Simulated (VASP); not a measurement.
A VASP calculation is set up with these files.

**POSCAR**
```
Cr
2.8328660
  1.0000000336   0.0000000000   0.0000000000
  0.0000000000   1.0000000336   0.0000000000
  0.0000000000   0.0000000000   1.0000000336
Cr
2
Cart
  0.0000000000   0.0000000000   0.0000000000
  0.5000000168   0.5000000168   0.5000000168
```

### INCAR
```
SYSTEM=Cr
PREC=Accurate; ENCUT=520; LREAL=.False.
LASPH=.True.
EDIFF=1E-7; NELM=100; ALGO=Normal
LMAXMIX=4
ISMEAR=1; SIGMA=0.1
GGA=RE
MAGMOM=1.4 -1.4
ISPIN=2
ISIF=2
LWAVE=.False.; LCHARG=.False.; LORBIT=10
```

KPOINTS:
```
Regular mesh
0
Gamma
 13 13 13
0 0 0
```

POTCAR, in this order: Cr_pv (PBE.64 set). Program: vasp_std.

Q: Translate this revPBE calculation to Quantum ESPRESSO's pw.x.

A: One equivalent input (not run):
```
&CONTROL
  calculation = 'scf'
  pseudo_dir = './pseudo'
  outdir = './out'
  tprnfor = .true.
  tstress = .true.
/
&SYSTEM
  ibrav = 0
  nat = 2
  ntyp = 2
  ecutwfc = 94
  occupations = 'smearing'
  smearing = 'methfessel-paxton'
  degauss = 0.00735
  input_dft = 'revpbe'
  nspin = 2
  starting_magnetization(1) = 0.14
  starting_magnetization(2) = -0.14
/
&ELECTRONS
  conv_thr = 7.3e-09
  electron_maxstep = 100
/
ATOMIC_SPECIES
  Cr1 51.996 Cr.upf
  Cr2 51.996 Cr.upf
CELL_PARAMETERS angstrom
     2.8328661    0.0000000    0.0000000
     0.0000000    2.8328661    0.0000000
     0.0000000    0.0000000    2.8328661
ATOMIC_POSITIONS crystal
  Cr1  0.0000000  0.0000000  0.0000000
  Cr2  0.5000000  0.5000000  0.5000000
K_POINTS automatic
  13 13 13 0 0 0
```
The two are equivalent in intent, not identical: the potentials are each code's own (VASP's PAW set, PseudoDojo norm-conserving files in pw.x), so ENCUT and ecutwfc are chosen apart and not converted; conv_thr bounds pw.x's estimated SCF error, while EDIFF bounds the energy change between steps; starting_magnetization is a fraction of the valence charge and MAGMOM a moment in μB, so they match only roughly.

The compound is Cr in the bcc, AFM order structure. This cell is one point of a volume scan, at 0.94 of the reference volume.
